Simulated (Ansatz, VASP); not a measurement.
# Cross-check of SrBr2 between VASP and Ansatz, part 2 of 2

Aim: how closely do two programs agree when they are given the same cell, functional and k mesh? The structure shown is the end of the VASP relaxation below.

VASP 6.6.1 and Ansatz 0.2.0.

So far: Starting point; VASP: relaxation, r2SCAN; Ansatz: single point, r2SCAN; Side by side.

## Step 5: Ansatz: band structure, r2SCAN

Level of this step: Ansatz beside VASP: Kohn-Sham DFT, plane waves, r2SCAN (Ansatz).

The same path points are solved in both programs, so levels can be compared one by one.

Input file input.yaml:

```yaml
crystal:
  lattice:
    - [4.3, 0.0, 0.0]
    - [0.0, 9.2, 0.0]
    - [0.0, 0.0, 18.35748]
  atoms:
    - { symbol: Br, position: [0.75, 0.601364632, 0.583406088] }
    - { symbol: Br, position: [0.75, 0.174996815, 0.5814295537] }
    - { symbol: Br, position: [0.25, 0.674996815, 0.4185704463] }
    - { symbol: Br, position: [0.25, 0.101364632, 0.416593912] }
    - { symbol: Sr, position: [0.25, 0.389638553, 0.5260232363] }
    - { symbol: Sr, position: [0.75, 0.889638553, 0.4739767637] }
hamiltonian:
  xc: r2scan
  pseudopotentials: { kind: paw }
kpoints:
  mp_grid: { grid: [6, 3, 1] }
  band_path:
    path:
      - [0.0, 0.0, 0.0]
      - [0.07692, 0.0, 0.0]
      - [0.15385, 0.0, 0.0]
      - [0.26923, 0.0, 0.0]
      - [0.34615, 0.0, 0.0]
      - [0.42308, 0.0, 0.0]
      - [0.5, 0.0, 0.0]
      - [0.5, 0.07692, 0.0]
      - [0.5, 0.19231, 0.0]
      - [0.5, 0.26923, 0.0]
      - [0.5, 0.34615, 0.0]
      - [0.5, 0.46154, 0.0]
      - [0.5, 0.5, 0.0]
      - [0.42308, 0.5, 0.0]
      - [0.30769, 0.5, 0.0]
      - [0.23077, 0.5, 0.0]
      - [0.11538, 0.5, 0.0]
      - [0.03846, 0.5, 0.0]
      - [0.0, 0.5, 0.0]
      - [0.0, 0.38462, 0.0]
      - [0.0, 0.30769, 0.0]
      - [0.0, 0.23077, 0.0]
      - [0.0, 0.11538, 0.0]
      - [0.0, 0.03846, 0.0]
      - [0.03846, 0.03846, 0.0]
      - [0.11538, 0.11538, 0.0]
      - [0.19231, 0.19231, 0.0]
      - [0.30769, 0.30769, 0.0]
      - [0.38462, 0.38462, 0.0]
      - [0.5, 0.5, 0.0]
    npoints: 1
scf:
  occupations: { method: gaussian, width: 0.05 }
  n_extra_bands: 9
efield:
  axis: 3
  dipole_correction: true
  ramp_width: 0.04
output:
  forces: true
  eigenvalues: true
  write_density: true
  write_potential: true
  elf: true
  volumetric_format: npy
```

Launch:

```sh
ansatz run input.yaml --threads 4 --pin off --max-ram 9216MiB --backend cpu --events-out ev --progress --plain --runs-dir out
```

Numbers of over 12 decimals in the logs are rounded to 6 here.

The log of the run:

```text
[...]
Crystal: 6 atoms, lattice volume = 726.222 Å³
Basis set: ecut = 500 eV, 18409 PW (Γ), exchange–correlation on 128×288×540 points (64 copies of the dense FFT grid, shifted against one another)
Bands: 33, of which v1, the nominal top of the filled ones, is band 24 counted from 1 (23 counted from 0)
Symmetry: 2 space group operations
[...]
k-point 1: bands = [... 20 lower, -4.7682, -4.7543, -4.6788, -4.5359, 0.5220, 1.0507, 1.4404, 1.7204, ... 5 higher]
  k-point 2: bands = [... 20 lower, -4.9564, -4.9246, -4.6584, -4.4383, 0.4307, 1.0150, 1.5929, 1.6086, ... 5 higher]
  k-point 7: bands = [... 20 lower, -4.8773, -4.8773, -4.7382, -4.7382, 1.1206, 1.1206, 1.8143, 1.8143, ... 5 higher]
[key lines of the parts left out:]
SCF converged after 7 iterations
Free energy (F): -18295.059240 eV
Fermi energy:    -2.171098 eV
Dipole field:    D = -0.000008 V/Å  (p = -0.000032 e·Å, saw-weighted, corrected)
Work function:   Φ+ = 5.0086 eV   Φ− = 5.0085 eV
```

Elapsed: 34 s, on 4 threads of Arm Neoverse V1, shared host; peak memory 2.2 GiB.

## Step 6: VASP: band structure, r2SCAN

The same cell, functional, mesh and smearing now go to VASP, with its own data sets and cutoff.

Input file INCAR:

```
SYSTEM = SrBr2
PREC = Normal
ENCUT = 300
EDIFF = 1E-06
NELM = 120
ISMEAR = 0
SIGMA = 0.05
LREAL = .FALSE.
ALGO = Normal
METAGGA = R2SCAN
LASPH = .TRUE.
NBANDS = 40
LORBIT = 11
LWAVE = .FALSE.
LCHARG = .TRUE.
IDIPOL = 3
LDIPOL = .TRUE.
DIPOL = 0.5 0.5 0.5
LVHAR = .TRUE.
LVACPOTAV = .TRUE.
LELF = .TRUE.
NEDOS = 1500
```

Input file POSCAR:

```
SrBr2
1.0
    4.3000000000      0.0000000000      0.0000000000
    0.0000000000      9.2000000000      0.0000000000
    0.0000000000      0.0000000000     18.3574800000
Br Sr
4 2
Direct
    0.7500000000      0.6013646320      0.5834060880
    0.7500000000      0.1749968150      0.5814295537
    0.2500000000      0.6749968150      0.4185704463
    0.2500000000      0.1013646320      0.4165939120
    0.2500000000      0.3896385530      0.5260232363
    0.7500000000      0.8896385530      0.4739767637
```

Input file KPOINTS:

```
Automatic mesh
0
Gamma
6 3 1
0 0 0
```

Input file KPOINTS_OPT:

```
Line mode
14
Line-mode
Reciprocal
  0.00000000   0.00000000   0.00000000 GAMMA
  0.50000000   0.00000000   0.00000000 X

  0.50000000   0.00000000   0.00000000 X
  0.50000000   0.50000000   0.00000000 S

  0.50000000   0.50000000   0.00000000 S
  0.00000000   0.50000000   0.00000000 Y

  0.00000000   0.50000000   0.00000000 Y
  0.00000000   0.00000000   0.00000000 GAMMA

  0.00000000   0.00000000   0.00000000 GAMMA
  0.50000000   0.50000000   0.00000000 S
```

The projector-augmented-wave data sets are Br and Sr_sv (PBE family, release 64).

Launch:

```sh
mpirun -np 2 vasp_std
```

The log of the run:

```text
[banner, memory and clock lines left out]
running    2 mpi-ranks, on    1 nodes
[...]
[... a notice as in an earlier step ...]

 LDA part: xc-table for (None), standard interpolation
 POSCAR, INCAR and KPOINTS ok, starting setup
[...]
entering main loop
       N       E                     dE             d eps       ncg     rms          rms(c)
DAV:   1     0.193174458909E+03    0.19317E+03   -0.14335E+04   800   0.571E+02
DAV:   2    -0.674078067822E+02   -0.26058E+03   -0.25150E+03   888   0.164E+02
DAV:   3    -0.107736280959E+03   -0.40328E+02   -0.40043E+02   976   0.564E+01
DAV:   4    -0.109269848993E+03   -0.15336E+01   -0.15123E+01  1024   0.119E+01
[...]
DAV:  21    -0.966166393464E+02   -0.11336E-04   -0.76434E-07   712   0.504E-03    0.280E-04
DAV:  22    -0.966166430176E+02   -0.36712E-05   -0.54034E-07   576   0.447E-03    0.231E-04
DAV:  23    -0.966166428389E+02    0.17871E-06   -0.26525E-07   544   0.317E-03
|                                                                             |
[...]
1 F= -.96616643E+02 E0= -.96616643E+02  d E =-.304238E-12
 Start KPOINTS_OPT (optional k-point list driver)
k-point batch [1-8\70]
       N       E                     dE             ncg
DAV:   1    -0.309521089063E+04   -0.47109E+04      752
DAV:   2    -0.537937356825E+04   -0.22842E+04      928
DAV:   3    -0.573579578124E+04   -0.35642E+03      960
DAV:   4    -0.574629880709E+04   -0.10503E+02      992
DAV:   5    -0.574664187025E+04   -0.34306E+00      984
DAV:   6    -0.574664450976E+04   -0.26395E-02      936
DAV:   7    -0.574664456378E+04   -0.54022E-04      968
DAV:   8    -0.574664456502E+04   -0.12411E-05      768
DAV:   9    -0.574664456511E+04   -0.83663E-07      664
[...]
k-point batch [65-70\70]
       N       E                     dE             ncg
DAV:   1    -0.125498151789E+04   -0.77381E+04      576
DAV:   2    -0.292153066263E+04   -0.16665E+04      688
DAV:   3    -0.317910914791E+04   -0.25758E+03      744
DAV:   4    -0.318651659803E+04   -0.74075E+01      728
DAV:   5    -0.318679233452E+04   -0.27574E+00      760
DAV:   6    -0.318679520851E+04   -0.28740E-02      680
DAV:   7    -0.318679527683E+04   -0.68323E-04      752
DAV:   8    -0.318679527806E+04   -0.12331E-05      584
DAV:   9    -0.318679527812E+04   -0.55594E-07      520
```

Parts of OUTCAR (step 6):

```text
  Total        1.1651753     -6.4214265     -0.1107198      0.0000000      0.0000000      0.0000000
  in kB        2.5705881    -14.1668322     -0.2442681      0.0000000      0.0000000      0.0000000
  external PRESSURE =      -3.9468374 kB  Pullay stress =       0.0000000 kB

 POSITION                                       TOTAL-FORCE (eV/Angst)
 -----------------------------------------------------------------------------------
      3.22500      5.53255     10.70987        -0.000000      0.005958     -0.022320
      3.22500      1.60997     10.67358         0.000000      0.000541      0.009652
      1.07500      6.20997      7.68390         0.000000      0.000541     -0.009652
      1.07500      0.93255      7.64761        -0.000000      0.005958      0.022320
      1.07500      3.58467      9.65646        -0.000000     -0.006500      0.004692
      3.22500      8.18467      8.70102        -0.000000     -0.006500     -0.004692
 -----------------------------------------------------------------------------------
    total drift:                                0.000000     -0.008356     -0.000012

  FREE ENERGIE OF THE ION-ELECTRON SYSTEM (eV)
  ---------------------------------------------------
  free  energy   TOTEN  =       -96.6166428389 eV

  energy  without entropy=      -96.6166428389  energy(sigma->0) =      -96.61664284

[... 1 part as in an earlier step ...]

[... 2 further parts left out ...]
[key lines of the parts left out:]
E-fermi :  -5.0737
```

## Step 7: Differences

Compared:

| quantity | Ansatz | VASP | difference |
| --- | --- | --- | --- |
| gap over the path points (eV) | 4.534 | 4.533 | +0.002 |

Levels at points of the path, from each program's valence-band top (eV; 4 filled, then empty):

| k (reciprocal lattice) | Ansatz | VASP |
| --- | --- | --- |
| 0.000 0.000 0.000 | -0.35 -0.32 -0.32 -0.03 4.53 5.52 5.79 | -0.35 -0.32 -0.32 -0.03 4.53 5.50 5.78 |
| 0.077 0.000 0.000 | -0.39 -0.36 -0.28 -0.01 4.61 5.54 5.86 | -0.39 -0.36 -0.28 -0.01 4.61 5.52 5.84 |
| 0.154 0.000 0.000 | -0.50 -0.47 -0.23 0.00 4.82 5.48 6.01 | -0.50 -0.47 -0.23 0.00 4.82 5.46 6.00 |
| 0.269 0.000 0.000 | -0.66 -0.58 -0.21 -0.04 5.25 5.32 6.15 | -0.66 -0.58 -0.21 -0.04 5.24 5.32 6.13 |
| 0.346 0.000 0.000 | -0.64 -0.56 -0.24 -0.13 5.19 5.67 6.02 | -0.65 -0.56 -0.24 -0.13 5.18 5.67 6.01 |
| 0.423 0.000 0.000 | -0.54 -0.48 -0.30 -0.25 5.25 5.65 6.10 | -0.54 -0.48 -0.30 -0.25 5.23 5.64 6.09 |
| 0.500 0.000 0.000 | -0.40 -0.40 -0.38 -0.38 5.41 5.41 6.26 | -0.41 -0.41 -0.38 -0.38 5.40 5.40 6.25 |
| 0.500 0.077 0.000 | -0.41 -0.41 -0.37 -0.37 5.42 5.42 6.26 | -0.41 -0.41 -0.37 -0.37 5.41 5.41 6.25 |
| 0.500 0.192 0.000 | -0.43 -0.43 -0.34 -0.34 5.47 5.47 6.26 | -0.43 -0.43 -0.34 -0.34 5.46 5.46 6.24 |
| 0.500 0.269 0.000 | -0.44 -0.43 -0.31 -0.31 5.52 5.52 6.26 | -0.44 -0.44 -0.31 -0.31 5.51 5.51 6.24 |

At this near-relaxed geometry the largest component of a force difference is 9 meV/Å. Among the levels compared at these points, filled levels agree within 2 meV and empty ones within 21 meV.

## Step 8: Summary of results

| Item | Value |
| --- | --- |
| difference in gap on the k mesh (single point, r2SCAN) | 0.0017 eV |
| difference in gap over the path points (band structure, r2SCAN) | 0.0017 eV |

The difference in gap over the path points is 0.0017 eV (band structure, r2SCAN), within the 0.08 eV picked in this series as the mark of a large difference. Such differences can come from data sets, numerical settings and the points named under the comparisons, not from the functional's error against experiment.

[Lines on the potential files, build, host, timing and source positions are cut from VASP's logs without a mark.]

[Logs are printed without paths, hosts, clocks, repeated set-up lines and the standing remarks that a program may print on its own settings, such as how far it seeks lower states.]

[Hosts, paths, dates, database ids (printed as entryN), source tags and the programs' standing remarks are cut or masked in the printed files.]
